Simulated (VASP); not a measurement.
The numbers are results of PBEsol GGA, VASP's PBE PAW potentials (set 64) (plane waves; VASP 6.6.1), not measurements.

VASP input:

### KPOINTS
```
k-points along high-symmetry lines
12
Line-mode
Reciprocal
  0.000000   0.000000   0.000000 ! GAMMA
  0.000000   0.000000  -0.500000 ! T

  0.000000   0.000000  -0.500000 ! T
 -0.328125   0.328125  -0.500000 ! H_2

 -0.343750   0.328125  -0.187500 ! H_0
  0.000000   0.500000   0.500000 ! L

  0.000000   0.500000   0.500000 ! L
  0.000000   0.000000   0.000000 ! GAMMA

  0.000000   0.000000   0.000000 ! GAMMA
 -0.335938   0.335938   0.000000 ! S_0

 -0.335938   0.328125  -0.343750 ! S_2
 -0.500000   0.000000  -1.000000 ! F

 -0.500000   0.000000  -1.000000 ! F
  0.000000   0.000000   0.000000 ! GAMMA
```

**INCAR**
```
SYSTEM = In4As2Sb2
PREC = Accurate; ENCUT = 400; LREAL = .False.
LASPH = .True.; ICHARG = 11
EDIFF = 1E-7; NELM = 100; ALGO = Normal
LMAXMIX = 4
ISMEAR = 0; SIGMA = 0.05
GGA = PS
LWAVE = .False.; LCHARG = .False.; LORBIT = 11
```

File POSCAR:
```
In4As2Sb2
4.4615160
  0.0000000000   0.7071067821   0.7071067821
  0.7071067821   0.0000000000   0.7071067821
  2.8281477132   2.8281477132   0.0002794152
In Sb As
4 2 2
Direct
  0.0196291381   0.0196291381   0.9852781465
  0.0008370344   0.0008370344   0.2493722241
  0.9807294649   0.9807294649   0.5144529013
  0.9994788842   0.9994788842   0.7503908369
  0.2578419717   0.2578419717   0.0566185213
  0.2392826246   0.2392826246   0.3205380315
  0.2416737412   0.2416737412   0.5687446941
  0.2605271409   0.2605271409   0.8046046443
```

POTCAR, in this order: In_d Sb As (PBE.64 set). Program: vasp_std. Read from the step before: CHGCAR.

Output of the run:

OUTCAR:
```
 ion  position               nearest neighbor table
   1  0.020  0.020  0.985-   8 2.63   5 2.78   5 2.78   5 2.78
   2  0.001  0.001  0.249-   6 2.78   6 2.78   6 2.78   5 2.81
   3  0.981  0.981  0.514-   7 2.69   7 2.69   7 2.69   6 2.83
   4  0.999  0.999  0.750-   7 2.65   8 2.69   8 2.69   8 2.69
   5  0.258  0.258  0.057-   1 2.78   1 2.78   1 2.78   2 2.81
   6  0.239  0.239  0.321-   2 2.78   2 2.78   2 2.78   3 2.83
   7  0.242  0.242  0.569-   4 2.65   3 2.69   3 2.69   3 2.69
   8  0.261  0.261  0.805-   1 2.63   4 2.69   4 2.69   4 2.69
  LATTYP: Found a trigonal (rhomboedric) cell.
 ALAT       =    14.7950483580
 COS(alpha) =     0.9545323889
 Subroutine PRICEL returns:
 Original cell was already a primitive cell.
 Subroutine GETGRP returns: Found  6 space group operations
The static configuration has the point symmetry C_3v.
The dynamic configuration has the point symmetry C_3v.
 Subroutine INISYM returns: Found  6 space group operations
   k-points           NKPTS =     84   k-points in BZ     NKDIM =     84   number of bands    NBANDS=     43
   number of dos      NEDOS =    301   number of ions     NIONS =      8
   total plane-waves  NPLWV = 108000
   dimension x,y,z NGX =    30 NGY =   30 NGZ =  120
   dimension x,y,z NGXF=    60 NGYF=   60 NGZF=  240
   ions per type =               4   2   2
   PREC   = accura    normal or accurate (medium, high low for compatibility)
   ISTART =      0    job   : 0-new  1-cont  2-samecut
   ICHARG =     11    charge: 1-file 2-atom 10-const
   ISPIN  =      1    spin polarized calculation?
   LNONCOLLINEAR =      F non collinear calculations
   LSORBIT =      F    spin-orbit coupling
   INIWAV =      1    electr: 0-lowe 1-rand  2-diag
   ENCUT  =  400.0 eV  29.40 Ry    5.42 a.u.   7.28  7.28 29.10*2*pi/ulx,y,z
   NELM   =    100;   NELMIN=  2; NELMDL= -5     # of ELM steps
   EDIFF  = 0.1E-06   stopping-criterion for ELM
   LREAL  =      F    real-space projection
   NLSPLINE    = F    spline interpolate recip. space projectors
   LMAXMIX     =    4 max onsite mixed and CHGCAR
   VOSKOWN=      0    Vosko Wilk Nusair interpolation
   EDIFFG = 0.1E-05   stopping-criterion for IOM
   NSW    =      0    number of steps for IOM
   NBLOCK =      1;   KBLOCK =      1    inner block; outer block
   IBRION =     -1    ionic relax: 0-MD 1-quasi-New 2-CG
   NFREE  =      0    steps in history (QN), initial steepest desc. (CG)
   ISIF   =      2    stress and relaxation
   ISYM   =      2    0-nonsym 1-usesym 2-fastsym
   TEIN   =    0.0    initial temperature
   TEBEG  =    0.0;   TEEND  =   0.0 temperature during run
   SMASS  =  -3.00    Nose mass-parameter (am)
   PSTRESS=    0.0 pullay stress
   NELECT =      72.0000    total number of electrons
   EFERMI =   0.00;   METHOD = LEGACY
   ISMEAR =     0;   SIGMA  =   0.05  broadening in eV -4-tet -1-fermi 0-gaus
   IALGO  =     38    algorithm
   LDIAG  =      T    sub-space diagonalisation (order eigenvalues)
   IMIX   =      4    mixing-type and parameters
     AMIX     =   0.40;   BMIX     =  1.00
     AMIX_MAG =   1.60;   BMIX_MAG =  1.00
     AMIN     =   0.10
   GGA     = PS    functional components
   VOSKOWN =     0    Vosko Wilk Nusair interpolation
   LHFCALC =     F    Hartree Fock is set to
   LHFONE  =     F    Hartree Fock one center treatment
   AEXX    =    0.0000 exact exchange contribution
   IVDW    =     0    specifies the selected vdW correction
   LEPSILON=     F    determine dielectric tensor
   LRPA    =     F    only Hartree local field effects (RPA)
  energy-cutoff  :      400.00
  volume of cell :      251.15
      direct lattice vectors                 reciprocal lattice vectors
     0.000000000  3.154768222  3.154768222    -0.158498078  0.158482419  0.158498078
     3.154768222  0.000000000  3.154768222     0.158482419 -0.158498078  0.158498078
    12.617826273 12.617826273  0.001246615     0.039628434  0.039628434 -0.039628434
 k-point     1 :   0.0000 0.0000 0.0000  plane waves:    4589
 k-point     2 :   0.0000 0.0000-0.0455  plane waves:    4586
 k-point     3 :   0.0000 0.0000-0.0909  plane waves:    4586
...
```

**OSZICAR**
```
       N       E                     dE             d eps       ncg     rms          rms(c)
DAV:   1     0.620565595343E+03    0.62057E+03   -0.27200E+04  7224   0.151E+03
DAV:   2     0.493561754360E+02   -0.57121E+03   -0.56180E+03  7455   0.404E+02
DAV:   3    -0.229840032748E+02   -0.72340E+02   -0.70413E+02  8691   0.168E+02
DAV:   4    -0.267467451622E+02   -0.37627E+01   -0.37295E+01  8716   0.406E+01
DAV:   5    -0.269100651529E+02   -0.16332E+00   -0.16313E+00 11075   0.758E+00
DAV:   6    -0.269133841081E+02   -0.33190E-02   -0.33179E-02 10728   0.947E-01
DAV:   7    -0.269135276332E+02   -0.14353E-03   -0.14352E-03 11178   0.207E-01
DAV:   8    -0.269135316740E+02   -0.40408E-05   -0.40405E-05 10921   0.356E-02
DAV:   9    -0.269135318813E+02   -0.20733E-06   -0.20728E-06 10446   0.804E-03
DAV:  10    -0.269135318877E+02   -0.63501E-08   -0.61468E-08  5841   0.173E-03
   1 F= -.26913532E+02 E0= -.26905717E+02  d E =-.156289E-01
```

File OUTCAR:
```
 val. band max:        4.7039928578   @ k =   0.0000   0.0000  -0.2727

 cond. band min:       4.7050952266   @ k =   0.0000   0.0000  -0.2273



 k-point     1 :       0.0000    0.0000    0.0000
  band No.  band energies     occupation
      1     -10.0784      2.00000
      2     -10.0175      2.00000
      3      -9.9937      2.00000
      4      -9.9937      2.00000
      5      -9.9571      2.00000
      6      -9.9571      2.00000
      7      -9.9154      2.00000
      8      -9.9154      2.00000
      9      -9.8730      2.00000
     10      -9.8730      2.00000
     11      -9.8630      2.00000
     12      -9.8420      2.00000
     13      -9.8273      2.00000
     14      -9.8272      2.00000
     15      -9.7981      2.00000
     16      -9.7981      2.00000
     17      -9.7447      2.00000
     18      -9.7447      2.00000
     19      -9.7102      2.00000
     20      -9.7102      2.00000
     21      -7.0136      2.00000
     22      -6.3742      2.00000
     23      -5.8149      2.00000
     24      -5.0917      2.00000
     25      -1.1354      2.00000
     26       0.8073      2.00000
     27       0.8148      2.00000
     28       3.2717      2.00000
     29       3.2717      2.00000
     30       3.7242      2.00000
     31       3.7242      2.00000
     32       3.8368      2.00000
     33       4.2021      2.00000
     34       4.2022      2.00000
     35       4.4300      2.00000
     36       4.6927      1.26044
     37       4.7360      0.37179
     38       4.7361      0.37107
     39       5.7493      0.00000
     40       5.9298      0.00000
     41       7.8412      0.00000
     42       7.8576      0.00000
     43       7.8577      0.00000

 k-point     2 :       0.0000    0.0000   -0.0455
  band No.  band energies     occupation
      1     -10.0784      2.00000
      2     -10.0175      2.00000
      3      -9.9937      2.00000
      4      -9.9937      2.00000
      5      -9.9571      2.00000
      6      -9.9571      2.00000
...
```

The density is held fixed in this step, so its total energy and stress have no physical meaning. Unless said otherwise, spin-orbit coupling is left out, though it shifts the bands of the heavy elements here.

The structure was generated: In4As2Sb2 was put into an ordered model structure (R3m), which need not be its known phase. It was relaxed first.
